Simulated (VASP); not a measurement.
VASP runs on Ti (hcp) share one base input (PBE GGA, plane waves, VASP's PBE PAW potentials (set 64)) and change the settings named in each case.

File KPOINTS:
```
Automatic mesh
0
Gamma
 13 13 7
```

### INCAR
```
# general
SYSTEM  = Ti
PREC    = Accurate
ENCUT   = 400   # plane-wave cut-off (eV)
LREAL   = F
LASPH   = T   # aspherical one-centre terms

# electronic loop
EDIFF   = 1E-6   # SCF stop (eV)
NELM    = 100
ALGO    = Normal   # blocked Davidson
LMAXMIX = 4   # l cut-off of mixed one-centre charges

# smearing
ISMEAR  = 1
SIGMA   = 0.1   # width (eV)

# functional
GGA     = PE   # PBE

# ions
ISIF    = 2   # forces and stress, cell fixed

# output
LWAVE   = F
LCHARG  = F
```

### POSCAR
```
Ti
1
    1.4750000000    -2.5547750000     0.0000000000
    1.4750000000     2.5547750000     0.0000000000
    0.0000000000     0.0000000000     4.6800000000
Ti
2
Direct
  0.3333330000   0.6666670000   0.2500000000
  0.6666670000   0.3333330000   0.7500000000
```

POTCAR, in this order: Ti_sv (PBE.64 set). Program: vasp_std.

| change | E(σ→0) (eV/atom) | pressure (GPa) | −TS (eV) | irreducible k-points |
|---|---|---|---|---|
| base run | -7.8261 | -2.47 | 0.0000 | 84 |
| KPOINTS 2×2×1 Γ-centred mesh | -8.1436 | -9.48 | -0.0038 | 2 |
| KPOINTS 5×5×3 Γ-centred mesh | -7.8243 | -2.68 | -0.0040 | 10 |
| KPOINTS 8×8×4 Γ-centred mesh | -7.8349 | -2.71 | 0.0012 | 30 |
| KPOINTS 10×10×5 Γ-centred mesh | -7.8270 | -2.60 | 0.0021 | 42 |
| KPOINTS 15×15×8 Γ-centred mesh | -7.8268 | -2.46 | 0.0007 | 135 |
| KPOINTS 18×18×10 Γ-centred mesh | -7.8270 | -2.52 | 0.0015 | 222 |
  The base run's pressure lies -0.72 GPa from that at 650 eV (Pulay error).

Left out are runs that ran out of time, are held back, or changed the cell or the kind of run, fixed moments of cells without a moment, rows past the twelfth, gaps on odd meshes, pressures of charged cells and columns that move by less than the noise.

The compound is Ti in the hcp structure. The cell was not relaxed at this level.
